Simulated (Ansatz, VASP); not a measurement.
# Cross-check of Cl (Cl2 molecule) between VASP and Ansatz

Aim: how closely do two programs agree when they are given the same cell, functional and k mesh? The structure shown is the start of the Ansatz relaxation below; VASP solves that cell, so the two are compared at the walk's first step.

Calculated with Ansatz 0.2.0; plane waves, with VASP 6.6.1 beside it; single point at B3LYP with an exact-exchange share of 0.2.

## 1. The structure

The cell holds 2 atoms: 2 Cl. Cell: a = 12.000 Å, b = 12.500 Å, c = 13.000 Å, α = 90.0°, β = 90.0°, γ = 90.0°. Vacuum lies along a, b and c.

## 2. Ansatz: relaxation, B3LYP with an exact-exchange share of 0.2

Ansatz runs on its default PAW (the set named soft_2) files.

The two programs are compared at the cell with which this relaxation starts, whose forces are those of its first step.

input.yaml reads:

```yaml
crystal:
  lattice:
    - [12.0, 0.0, 0.0]
    - [0.0, 12.5, 0.0]
    - [0.0, 0.0, 13.0]
  atoms:
    - { symbol: Cl, position: [0.45, 0.47, 0.423493073] }
    - { symbol: Cl, position: [0.45, 0.47, 0.576506927] }
basis:
  ecutwfc: 420
  xc_grid: 2
hamiltonian:
  xc: b3lyp
kpoints:
  mp_grid: { grid: [1, 1, 1] }
scf:
  occupations: { method: fixed }
  max_iter: 150
output:
  forces: true
relax:
  f_tol: 0.01
  max_steps: 60
checkpoint:
  write: "../Cl.b3lyp.run"
  compress: false
  write_wavefunctions: false
  write_every: 100000
```

Launch:

```bash
> ansatz run input.yaml --threads 8 --pin off --max-ram 13189MiB --backend cpu --events-out ev --progress --plain --runs-dir out
```

Numbers of over 12 decimals in the logs are rounded to 6 here.

The log of the run:

```text
Engine: ansatz 0.2.0, x86_64-unknown-linux-gnu
Pseudopotentials: kind: paw
Pseudopotential: Cl, paw, valence charge 7, recommended cutoff 420 eV (normal), Cl.paw.azcp
Functional definition: B3LYP
  parameter a0 = 0.2
  parameter ax = 0.72
  parameter ac = 0.81
  exchange = (1 - a0 - ax)*slater_x + ax*b88_x + a0*exact_x
  correlation = (1 - ac)*vwn_rpa_c + ac*lyp_c
davidson cushion auto → on  (no smearing: the cushion is to keep the highest requested band from converging to the state above it; pin scf.eigensolver.cushion to override)
Crystal: 2 atoms, lattice volume = 1950.000 Å³
Basis set: ecut = 420 eV, 38063 PW (Γ), exchange–correlation on 162×180×180 points (8 copies of the dense FFT grid, shifted against one another)
Bands: 11, of which v1, the nominal top of the filled ones, is band 7 counted from 1 (6 counted from 0)
Symmetry: 8 space group operations
Space group: Pmmm (ITA 47), of the structure as read, at distance tolerance 1.2e-4 Å
k-points: 1
Non-local potential: Cl, projectors of the file, l = 0: 2, l = 1: 2, l = 2: 2
PAW form: soft (Blöchl's): semilocal exchange-correlation on the pseudo side does not see the compensation charge
PAW frozen core: Cl, regenerated for the run's functional, and the local potential with it (the file was generated under x = pbe(κ = 0.804, μ = 0.219515), c = pbe(β = 0.066725))
PAW one-centre angular grid: Cl, 110 points (default); XC on 64 Gauss nodes
Initial density: superposition of atomic densities (neutral atoms: chi_scale 0, normalization atom), corrected by the library's trained network
Initial wavefunctions: pseudopotential atomic-orbital guess
Functional: x = 0.1 slater + 0.9 b88, c = 0.19 vwn_rpa + 0.81 lyp, warm-up for x = 0.08 slater + 0.72 b88 + 0.2 exact, c = 0.19 vwn_rpa + 0.81 lyp
SCF iter   1: F=—  HF=-2167.651709 eV  |F-HF|=—  |Δ(HF+E_count)|=         —  Δρ=7.63e-4  dr2=6.73e-3  ethr=1.77e-3  ⟨swp⟩=20.0  Hψ=83  notcnv=1
preconditioner: auto → none  [insulator: Δε(μ)=3.011 eV  Ē_g=8.118 eV  n_scr=56 (ndim 8)  ℏωp=2.7 eV  f_vac=0.925]
SCF iter   2: F=—  HF=-2167.653148 eV  |F-HF|=—  |Δ(HF+E_count)|=   1.44e-3  Δρ=3.27e-4  dr2=1.04e-3  ethr=4.80e-5  ⟨swp⟩=4.0  Hψ=37  notcnv=0  defer=3
SCF iter   3: F=—  HF=-2167.653387 eV  |F-HF|=—  |Δ(HF+E_count)|=   2.39e-4  Δρ=9.16e-5  dr2=1.41e-4  ethr=7.41e-6  ⟨swp⟩=4.0  Hψ=35  notcnv=0  defer=3
iter 4 solved again at ethr=5.47e-8 eV; its pass at ethr=1.01e-6 eV (dr2=7.66e-6 eV) is discarded
SCF iter   4: F=—  HF=-2167.653462 eV  |F-HF|=—  |Δ(HF+E_count)|=   7.50e-5  Δρ=2.35e-5  dr2=6.82e-6  ethr=5.47e-8  ⟨swp⟩=4.0  Hψ=67  notcnv=0  defer=3
eigensolver tolerance schedule: the retry pair's looser diagonalisation over-reported the residual by 0.12 of it (diagonalisation noise at 0.13 of the residual, at the tolerance the schedule requests for it); recorded, not acted on — ethr = c·dr2/N_el stays at c = 1.0e-1
SCF iter   5: F=—  HF=-2167.653463 eV  |F-HF|=—  |Δ(HF+E_count)|=   1.06e-6  Δρ=4.81e-6  dr2=1.64e-7  ethr=4.87e-8  ⟨swp⟩=4.0  Hψ=36  notcnv=0  defer=3
SCF iter   6: F=-2167.653464 eV  HF=-2167.653464 eV  |F-HF|=1.24e-8  |Δ(HF+E_count)|=   4.64e-7  Δρ=1.27e-6  dr2=3.31e-8  ethr=1.17e-9  ⟨swp⟩=5.0  Hψ=44  notcnv=0  defer=3
SCF 1 converged in 6 iterations: F = -2167.653464 eV  dr2 = 3.31e-8
  greatest PAW one-centre occupation: 0.903 electrons in one spin orbital (limit 2), on the Cl atom at site 1 (counted from 0), in its partial waves of l = 0
Initial density: handed on by an earlier stage of this run
Initial wavefunctions: those handed on with the density
Functional: x = 0.08 slater + 0.72 b88 + 0.2 exact, c = 0.19 vwn_rpa + 0.81 lyp
Exchange kernel: α = 0.2000, full range, Wigner–Seitz truncation, v(0) = 5346.5315 eV·Å³, q-mesh 1×1×1, nearest image of the exchange supercell L = 12.00 Å, pair-density grid 81×81×90, without the augmentation charges, whose exchange is taken in its separable form (the finest that the files' search goes to)
Frozen-core exchange: fock
iter 1 solved again at ethr=2.16e-5 eV; its pass at ethr=1.00e-1 eV (dr2=3.02e-3 eV) is discarded
SCF iter   1: F=—  HF=-2169.715173 eV  |F-HF|=—  |Δ(HF+E_count)|=         —  Δρ=5.62e-4  dr2=3.08e-3  ethr=2.16e-5  ⟨swp⟩=11.0  Hψ=81  notcnv=0
preconditioner: auto → none  [insulator: Δε(μ)=5.001 eV  Ē_g=9.806 eV  n_scr=56 (ndim 8)  ℏωp=2.7 eV  f_vac=0.925]
SCF iter   2: F=—  HF=-2169.714129 eV  |F-HF|=—  |Δ(HF+E_count)|=   1.04e-3  Δρ=2.39e-4  dr2=5.91e-4  ethr=2.00e-5  ⟨swp⟩=2.0  Hψ=26  notcnv=0
SCF iter   3: F=—  HF=-2169.715612 eV  |F-HF|=—  |Δ(HF+E_count)|=   1.48e-3  Δρ=7.76e-5  dr2=6.39e-5  ethr=3.40e-6  ⟨swp⟩=4.0  Hψ=36  notcnv=0
SCF iter   4: F=—  HF=-2169.715592 eV  |F-HF|=—  |Δ(HF+E_count)|=   2.02e-5  Δρ=1.07e-5  dr2=3.82e-6  ethr=4.32e-7  ⟨swp⟩=4.0  Hψ=34  notcnv=0  defer=1
SCF iter   5: F=—  HF=-2169.715609 eV  |F-HF|=—  |Δ(HF+E_count)|=   1.78e-5  Δρ=1.01e-5  dr2=1.11e-6  ethr=1.83e-8  ⟨swp⟩=5.0  Hψ=44  notcnv=0  defer=2
[...]
SCF iter   2: F=—  HF=-2169.712171 eV  |F-HF|=—  |Δ(HF+E_count)|=   4.86e-4  Δρ=1.21e-4  dr2=1.07e-3  ethr=7.94e-7  ⟨swp⟩=3.0  Hψ=61  notcnv=0  defer=3
SCF iter   3: F=—  HF=-2169.719941 eV  |F-HF|=—  |Δ(HF+E_count)|=   7.77e-3  Δρ=2.59e-4  dr2=1.78e-3  ethr=7.94e-7  ⟨swp⟩=8.0  Hψ=50  notcnv=0
SCF iter   4: F=—  HF=-2169.719290 eV  |F-HF|=—  |Δ(HF+E_count)|=   6.52e-4  Δρ=7.28e-5  dr2=4.38e-5  ethr=7.94e-7  ⟨swp⟩=4.0  Hψ=41  notcnv=0
SCF iter   5: F=—  HF=-2169.719346 eV  |F-HF|=—  |Δ(HF+E_count)|=   5.63e-5  Δρ=2.48e-5  dr2=1.24e-5  ethr=2.69e-7  ⟨swp⟩=5.0  Hψ=38  notcnv=0  defer=1
SCF iter   6: F=-2169.719342 eV  HF=-2169.719342 eV  |F-HF|=1.25e-8  |Δ(HF+E_count)|=   4.25e-6  Δρ=4.03e-6  dr2=7.11e-7  ethr=8.44e-8  ⟨swp⟩=5.0  Hψ=39  notcnv=0
SCF 4 converged in 6 iterations: F = -2169.719342 eV  dr2 = 7.11e-7
  Residual-converged pass: ⟨swp⟩=2.0  Hψ=22  notcnv=0  max |occ|·‖R‖ = 3.7e-5 eV (tolerance 6.4e-5 eV)  dr2=7.09e-7  dr2_onsite=8.27e-9  max |Δocc| = 0.0e0
hybrid outer 1: dexx = +7.964e-3 eV, tail = 2.05e-6 eV
Exchange kernel: α = 0.2000, full range, Wigner–Seitz truncation, v(0) = 5346.5315 eV·Å³, q-mesh 1×1×1, nearest image of the exchange supercell L = 12.00 Å, pair-density grid 81×81×90, without the augmentation charges, whose exchange is taken in its separable form (the finest that the files' search goes to)
Frozen-core exchange: fock
SCF iter   1: F=—  HF=-2169.719240 eV  |F-HF|=—  |Δ(HF+E_count)|=         —  Δρ=4.93e-6  dr2=1.83e-7  ethr=7.33e-8  ⟨swp⟩=3.0  Hψ=30  notcnv=0
preconditioner: auto → none  [insulator: Δε(μ)=4.895 eV  Ē_g=9.751 eV  n_scr=56 (ndim 8)  ℏωp=2.7 eV  f_vac=0.926]
SCF iter   2: F=-2169.719240 eV  HF=-2169.719240 eV  |F-HF|=6.32e-9  |Δ(HF+E_count)|=   2.01e-8  Δρ=2.10e-6  dr2=3.73e-8  ethr=1.28e-9  ⟨swp⟩=4.0  Hψ=34  notcnv=0  defer=3
SCF 5 converged in 2 iterations: F = -2169.719240 eV  dr2 = 3.73e-8
  Residual-converged pass: ⟨swp⟩=3.0  Hψ=29  notcnv=0  max |occ|·‖R‖ = 4.1e-6 eV (tolerance 6.3e-6 eV)  dr2=3.69e-8  dr2_onsite=1.06e-9  max |Δocc| = 0.0e0
hybrid outer 2: dexx = +3.030e-8 eV, tail = 7.67e-8 eV, Δε = 9.25e-4 eV (about 4.04e-4 eV left of the loop's levels), ΔF = 1.76e-3 eV/Å (tail 2.95e-3)
relax step   2: F+E_penalty+E_count = -2169.71924003 eV  Δ(F+E_penalty+E_count) = -3.624e-3 eV  max|allowed force component| = 2.566e-2 eV/Å  Δτ_max = 0.0090 Å  (8 SCF iters, dr2 threshold 9.18e-6 eV, accepted)
[...]
relax step   3: F+E_penalty+E_count = -2169.71924003 eV  Δ(F+E_penalty+E_count) = -3.089e-9 eV  max|allowed force component| = 2.557e-2 eV/Å  Δτ_max = 0.0000 Å  (4 SCF iters, accepted)
[...]
relax step   4: F+E_penalty+E_count = -2169.71925719 eV  Δ(F+E_penalty+E_count) = -1.716e-5 eV  max|allowed force component| = 1.728e-4 eV/Å  Δτ_max = 0.0007 Å  (8 SCF iters, accepted)
hybrid SCF converged: 2 outer / 8 inner (+0 warm-up), last move |dexx| = 5.66e-9 eV, tail = 1.04e-9 eV
Stability not checked: this state was not tested for a lower state beside it, because the functional holds exact exchange (a hybrid, or Hartree-Fock), whose exchange loop this test does not read (fock_operator; see scf.lower_state_search)
Free energy (F): -2169.719257 eV
Frozen-core exchange: fock
Harris-Foulkes:  -2169.719257 eV  (|F-HF|=3.38e-10)
Internal energy: -2169.719257 eV  (E = F + TS)
E sigma→0 (E₀):  -2169.719257 eV
Fermi energy:    -8.265679 eV
--- Per-component energies (eV) ---
  E_band       = -195.229366
  E_kinetic    = 319.229434
  E_local      = -1762.203266  (includes V_loc(G=0)·N_el)
  E_nonlocal   = 58.912953
  E_hartree    = 721.304345
  E_xc         = -173.227151
  E_vxc        = -195.293579  (∫ρ·V_xc dr)
  E_exx        = -28.563404  (= α·E_x^exact, valence–valence)
  E_paw        = -1339.028255  (= ΣΔE_a)
  E_vpaw       = -1.357058  (= ΣTr[D̂ρ^β])
  E_aug_tail   = 0.000192  (compensation charges beyond the density's cutoff)
  E_ewald      = 33.963959
  E_core_change = -0.108063  (= ΣΔE_core)
  E_smearing   = -0.000000  (= −TS)
  E_closure    = -0.000000  (closes the sum)
  Σ components = -2169.719257   (vs F -2169.719257, Δ=0.00e0)
--- Forces (eV/Å), atoms counted from 1 ---
  atom   1  Cl     0.00000000    -0.00000000    -0.00017283
  atom   2  Cl    -0.00000000    -0.00000000     0.00017283
  max |Σ_I F_I| component: 4.14e-25 eV/Å
--- Band table (eV) ---
  k-point 0: bands = ["-25.3656", "-21.0309", "-12.7233", "-10.9817", "-10.9817", "-8.2657", "-8.2657", "-3.3786", "-0.1582"]
  guard bands above this table: 2 of the run's 11 bands. The solve was not asked for them (output.publish_guard_bands: true or output.eigenvalues: true publishes all)
--- Relaxed structure (4 steps of the walk, 4 accepted, 0 SCFs on fresh bases) ---
  F+E_penalty+E_count = -2169.71925719 eV   max|allowed force component| = 1.728e-4 eV/Å
  atoms:
    - { symbol: Cl, position: [0.45, 0.470000, 0.422751] }
    - { symbol: Cl, position: [0.45, 0.470000, 0.577249] }
```

Reading the cycles: dr2 is the Hartree energy of the density residual (eV), the measure of convergence; HF is the Harris–Foulkes estimate of the energy, which meets the free energy F at convergence.

## 3. VASP: single point, B3LYP with an exact-exchange share of 0.2, start cell

The same cell, functional (in two slightly different forms) and mesh now go to VASP, with its own data sets.

Lines of VASP's logs that name or quote its potential files are left out, and so is its time.

The run reads the wave functions of an earlier VASP run, which isn't shown here.

INCAR reads:

```
SYSTEM = Cl
PREC = Accurate
ENCUT = 540
EDIFF = 1E-06
NELM = 100
ISMEAR = 0
SIGMA = 0.01
LREAL = .FALSE.
ALGO = Normal
LHFCALC = .TRUE.
AEXX = 0.2
GGA = B3
AGGAX = 0.72
AGGAC = 0.81
ALDAC = 0.19
LASPH = .TRUE.
NBANDS = 13
PRECFOCK = Fast
LORBIT = 11
LWAVE = .FALSE.
LCHARG = .FALSE.
ISIF = 2
```

POSCAR reads:

```
Cl
1.0
   12.0000000000      0.0000000000      0.0000000000
    0.0000000000     12.5000000000      0.0000000000
    0.0000000000      0.0000000000     13.0000000000
Cl
2
Direct
    0.4500000000      0.4700000000      0.4234930769
    0.4500000000      0.4700000000      0.5765069231
```

KPOINTS reads:

```
Automatic mesh
0
Gamma
1 1 1
0 0 0
```

Potentials, in the order of the species: Cl_h (PBE family, release 64).

Launch:

```bash
> export OMP_NUM_THREADS=3
> mpirun -np 1 vasp_gam
```

The log of the run:

```text
[banner, memory and clock lines left out]
running    1 mpi-ranks, on    1 nodes
 distrk:  each k-point on    1 cores,    1 groups
 distr:  one band on    1 cores,    1 groups
 Offloading initialized ...    1 GPUs detected
 POSCAR found type information on POSCAR Cl
 POSCAR found :  1 types and       2 ions
|                                                                             |
|               ----> ADVICE to this user running VASP <----                  |
|                                                                             |
|     You enforced a specific xc type in the INCAR file but a different       |
|     [... a line on the potential file left out ...]
|     I HOPE YOU KNOW WHAT YOU ARE DOING!                                     |
|                                                                             |

 LDA part: xc-table for (Slater(with rela. corr.)+VWN3), standard interpolation
 found WAVECAR, reading the header
 POSCAR, INCAR and KPOINTS ok, starting setup
 FFT: planning ... GRIDC
 FFT: planning ... GRID_SOFT
 FFT: planning ... GRID
 reading WAVECAR
 the WAVECAR file was read successfully
 initial charge from wavefunction
 entering main loop
       N       E                     dE             d eps       ncg     rms          rms(c)
DAV:   1    -0.509891967359E+01   -0.50989E+01   -0.22054E-01    39   0.400E+00    0.756E-01
DAV:   2    -0.510136718130E+01   -0.24475E-02   -0.12399E-02    34   0.706E-01    0.671E-01
DAV:   3    -0.510101784628E+01    0.34934E-03   -0.71416E-04    36   0.210E-01    0.437E-01
DAV:   4    -0.510093680871E+01    0.81038E-04   -0.30267E-04    26   0.132E-01    0.297E-01
DAV:   5    -0.510091338669E+01    0.23422E-04   -0.60741E-05    26   0.747E-02    0.186E-01
DAV:   6    -0.510090407936E+01    0.93073E-05   -0.28069E-05    26   0.582E-02    0.113E-01
DAV:   7    -0.510090550348E+01   -0.14241E-05   -0.18405E-05    26   0.490E-02    0.701E-02
DAV:   8    -0.510090529357E+01    0.20991E-06   -0.15493E-05    26   0.459E-02    0.435E-02
DAV:   9    -0.510090778404E+01   -0.24905E-05   -0.10467E-05    26   0.395E-02    0.270E-02
DAV:  10    -0.510091004101E+01   -0.22570E-05   -0.85157E-06    26   0.356E-02    0.168E-02
DAV:  11    -0.510090944456E+01    0.59645E-06   -0.81571E-06    26   0.337E-02
   1 F= -.51009094E+01 E0= -.51009094E+01  d E =-.418602E-57
```

Parts of OUTCAR (step 3):

```text
ion  position               nearest neighbor table
   1  0.450  0.470  0.423-   2 1.99
   2  0.450  0.470  0.577-   1 1.99

  LATTYP: Found a simple orthorhombic cell.
 ALAT       =    12.0000000000
 B/A-ratio  =     1.0416666667
 C/A-ratio  =     1.0833333333

 Subroutine GETGRP returns: Found  8 space group operations
 (whereof  2 operations were pure point group operations)

The static configuration has the point symmetry C_1h.
 The point group associated with its full space group is D_2h.

 Found      1 irreducible k-points:

   k-points           NKPTS =      1   k-points in BZ     NKDIM =      1   number of bands    NBANDS=     13

   dimension x,y,z NGX =    96 NGY =   96 NGZ =  100
   dimension x,y,z NGXF=   192 NGYF=  192 NGZF=  200

   ENCUT  =  540.0 eV  39.69 Ry    6.30 a.u.  22.74 23.68 24.63*2*pi/ulx,y,z

   NELECT =      14.0000    total number of electrons

 k-points in reciprocal lattice and weights: Automatic mesh
   0.00000000  0.00000000  0.00000000       1.000

  exchange ACFDT corr.  =         0.00000000  see jH, gK, PRB 81, 115126

 average (electrostatic) potential at core
       1-152.2550       2-152.2550

 E-fermi :  -8.1362

 k-point     1 :       0.0000    0.0000    0.0000
  band No.  band energies     occupation
    ...
      3     -12.8095      2.00000
      4     -11.0646      2.00000
      5     -11.0643      2.00000
      6      -8.2493      2.00000
      7      -8.2491      2.00000
      8      -3.2142      0.00000
      9      -0.1085      0.00000
     10       0.7466      0.00000
     11       0.8913      0.00000
     12       0.9379      0.00000
    ...

  Total       -0.0568036     -0.0594526      0.5496151     -0.0000000      0.0000000      0.0000000
  in kB       -0.0466715     -0.0488480      0.4515799     -0.0000000      0.0000000      0.0000000
  external PRESSURE =       0.1186868 kB  Pullay stress =       0.0000000 kB

  energy-cutoff  :      540.00
  volume of cell :     1950.00
      direct lattice vectors                 reciprocal lattice vectors
    12.000000000  0.000000000  0.000000000     0.083333333  0.000000000  0.000000000
     0.000000000 12.500000000  0.000000000     0.000000000  0.080000000  0.000000000
     0.000000000  0.000000000 13.000000000     0.000000000  0.000000000  0.076923077

 POSITION                                       TOTAL-FORCE (eV/Angst)
 -----------------------------------------------------------------------------------
      5.40000      5.87500      5.50541         0.000000      0.000000     -0.309920
      5.40000      5.87500      7.49459         0.000000      0.000000      0.309920
 -----------------------------------------------------------------------------------
    total drift:                                0.001576      0.001984      0.000005

  FREE ENERGIE OF THE ION-ELECTRON SYSTEM (eV)
  ---------------------------------------------------
  free  energy   TOTEN  =        -5.1009094446 eV

  energy  without entropy=       -5.1009094446  energy(sigma->0) =       -5.10090944

 total charge
# of ion       s       p       d       tot
------------------------------------------
    1        1.150   2.145   0.000   3.295
    2        1.150   2.145   0.000   3.295
--------------------------------------------------
tot          2.301   4.289   0.000   6.590
```

The k-mesh is coarse for unscreened exact exchange, which converges slowly with it.

## 4. Side by side

Known differences besides the potentials themselves: exact exchange at q = 0 is treated differently, which shows on coarse meshes; VASP keeps PBE cores, Ansatz makes them for the functional; fixed occupations in Ansatz, narrow Gaussian smearing in VASP; the cutoff is 420 eV in Ansatz and 540 eV in VASP; VASP's log shows a relativistic correction to its local exchange, Ansatz's none; VASP takes a coarser grid for exact exchange (PRECFOCK = Fast). Total energies have different zeros and are not compared.

Forces (eV/Å; atoms numbered as in POSCAR):

```
atom        Ansatz x, y, z          VASP x, y, z
 Cl1  0.000, 0.000, -0.383  0.000, 0.000, -0.310
 Cl2   0.000, 0.000, 0.383   0.000, 0.000, 0.310
```

The forces differ by 42 meV/Å r.m.s., which is 23.6 % of the r.m.s. force of 0.179 eV/Å (both taken over all components).

## 5. What came out

| Item | Value |
| --- | --- |
| r.m.s. force difference (single point, B3LYP with an exact-exchange share of 0.2, start cell) | 42 meV/Å |

In words: The r.m.s. force difference is 42 meV/Å (single point, B3LYP with an exact-exchange share of 0.2, start cell), beyond the 12 meV/Å picked in this series as the mark of a large difference. What causes the difference of the single point, B3LYP with an exact-exchange share of 0.2, start cell pair stays open here. 1 further run of this series is not shown here. How closely two codes agree says nothing of how well the functional describes the real material.

[Lines on the potential files, build, host, timing and source positions are cut from VASP's logs without a mark.]

[Logs are printed without paths, hosts, clocks, repeated set-up lines and the standing remarks that a program may print on its own settings, such as how far it seeks lower states.]

[Hosts, paths, dates, database ids (printed as entryN), source tags and the programs' standing remarks are cut or masked in the printed files.]
